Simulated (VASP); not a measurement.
These are PBEsol GGA, VASP's PBE PAW potentials (set 64) (plane waves; VASP) values and carry that method's errors.

A VASP calculation is set up with these files.

POSCAR:
```
MgS
1
    0.0000000000     2.4417691625     2.4417691625
    2.4417691625     0.0000000000     2.4417691625
    2.4417691625     2.4417691625     0.0000000000
Mg S
1 1
Direct
  0.0000000000   0.0000000000   0.0000000000
  0.5000000000   0.5000000000   0.5000000000
```

### INCAR
```
SYSTEM  =  MgS
PREC  =  Accurate; ENCUT  =  500; LREAL  =  .FALSE.
LASPH  =  .TRUE.
EDIFF  =  1E-6; NELM  =  100; ALGO  =  Normal
ISMEAR  =  0; SIGMA  =  0.05
GGA  =  PS
IBRION  =  2; NSW  =  40; ISIF  =  3
EDIFFG  =  -0.02; PSTRESS  =  200
LWAVE  =  .FALSE.; LCHARG  =  .FALSE.
```

File KPOINTS:
```
Automatic mesh
0
Gamma
9 9 9
0 0 0
```

POTCAR, in this order: Mg S (PBE.64 set). Program: vasp_std.

Output of the run:

### OSZICAR
```
       N       E                     dE             d eps       ncg     rms          rms(c)
DAV:   1     0.184926785425E+02    0.18493E+02   -0.37726E+03   608   0.795E+02
DAV:   2    -0.834211856602E+01   -0.26835E+02   -0.25516E+02   744   0.107E+02
DAV:   3    -0.910799720844E+01   -0.76588E+00   -0.76588E+00   744   0.224E+01
DAV:   4    -0.911014275221E+01   -0.21455E-02   -0.21455E-02   872   0.129E+00
DAV:   5    -0.911014481016E+01   -0.20579E-05   -0.20583E-05   728   0.384E-02    0.515E+00
DAV:   6    -0.882060805372E+01    0.28954E+00   -0.63936E-01   560   0.420E+00    0.394E+00
DAV:   7    -0.877722043465E+01    0.43388E-01   -0.21185E-01   640   0.251E+00    0.227E+00
DAV:   8    -0.877547695642E+01    0.17435E-02   -0.66883E-03   656   0.647E-01    0.707E-01
DAV:   9    -0.877541403288E+01    0.62924E-04   -0.19886E-04   768   0.124E-01    0.193E-01
DAV:  10    -0.877541849947E+01   -0.44666E-05   -0.20500E-05   768   0.314E-02    0.407E-02
DAV:  11    -0.877541907155E+01   -0.57209E-06   -0.52045E-07   496   0.557E-03
   1 F= -.51407638E+01 E0= -.51407638E+01  d E =-.514076E+01
```

File OUTCAR:
```
------------------------ aborting loop because EDIFF is reached ----------------------------------------
  FORCE on cell =-STRESS in cart. coord.  units (eV):
  Direction    XX          YY          ZZ          XY          YZ          ZX
  --------------------------------------------------------------------------------------
  Total        3.6080770      3.6080770      3.6080770     -0.0000000      0.0000000      0.0000000
  in kB      198.5375109    198.5375109    198.5375109     -0.0000000      0.0000000      0.0000000
  external PRESSURE =      -1.4624891 kB  Pullay stress =     200.0000000 kB
  volume of cell :       29.12
      direct lattice vectors                 reciprocal lattice vectors
     0.000000000  2.441769162  2.441769162    -0.204769561  0.204769561  0.204769561
     2.441769162  0.000000000  2.441769162     0.204769561 -0.204769561  0.204769561
     2.441769162  2.441769162  0.000000000     0.204769561  0.204769561 -0.204769561
 POSITION                                       TOTAL-FORCE (eV/Angst)
 -----------------------------------------------------------------------------------
      0.00000      0.00000      0.00000         0.000000     -0.000000     -0.000000
      2.44177      2.44177      2.44177         0.000000      0.000000      0.000000
 -----------------------------------------------------------------------------------
    total drift:                                0.000000      0.000000      0.000000
  FREE ENERGIE OF THE ION-ELECTRON SYSTEM (eV)
  ---------------------------------------------------
  free  energy   TOTEN  =        -8.7754190716 eV

  energy  without entropy=       -8.7754190716  energy(sigma->0) =       -8.77541907
  enthalpy is  TOTEN    =        -5.1407638304 eV   P V=        3.6346552411

 reached required accuracy - stopping structural energy minimisation
```
(Selected blocks of OUTCAR.)

### OUTCAR
```
 val. band max:        5.5690754428   @ k =   0.0000   0.0000   0.0000

 cond. band min:       8.7840440531   @ k =   0.4444   0.4444   0.0000


 Fermi energy:         5.8443030848

 k-point     1 :       0.0000    0.0000    0.0000
  band No.  band energies     occupation
      1      -8.3630      2.00000
      2       5.5691      2.00000
      3       5.5691      2.00000
      4       5.5691      2.00000
      5      10.8431      0.00000
      6      13.2159      0.00000
      7      13.2159      0.00000
      8      13.2159      0.00000

 k-point     2 :       0.1111    0.0000    0.0000
  band No.  band energies     occupation
      1      -8.2028      2.00000
      2       4.5728      2.00000
      3       5.4451      2.00000
      4       5.4451      2.00000
      5      11.3881      0.00000
      6      13.1214      0.00000
      7      13.5076      0.00000
      8      13.5076      0.00000

 k-point     3 :       0.2222    0.0000    0.0000
  band No.  band energies     occupation
      1      -7.7495      2.00000
      2       2.6776      2.00000
      3       5.1647      2.00000
      4       5.1647      2.00000
      5      11.1062      0.00000
      6      13.5685      0.00000
      7      13.5685      0.00000
      8      14.5532      0.00000

 k-point     4 :       0.3333    0.0000    0.0000
  band No.  band energies     occupation
      1      -7.1116      2.00000
      2       0.8758      2.00000
      3       4.8895      2.00000
      4       4.8895      2.00000
      5      10.5479      0.00000
      6      12.9940      0.00000
      7      12.9940      0.00000
      8      16.7137      0.00000

 k-point     5 :       0.4444    0.0000    0.0000
  band No.  band energies     occupation
      1      -6.5709      2.00000
      2      -0.2868      2.00000
      3       4.7286      2.00000
      4       4.7286      2.00000
      5      10.2491      0.00000
      6      12.6149      0.00000
      7      12.6149      0.00000
...
```

The structure was generated: MgS was put into the rock salt type (Fm-3m), which need not be its known phase. It was relaxed first under an external pressure of 20 GPa.
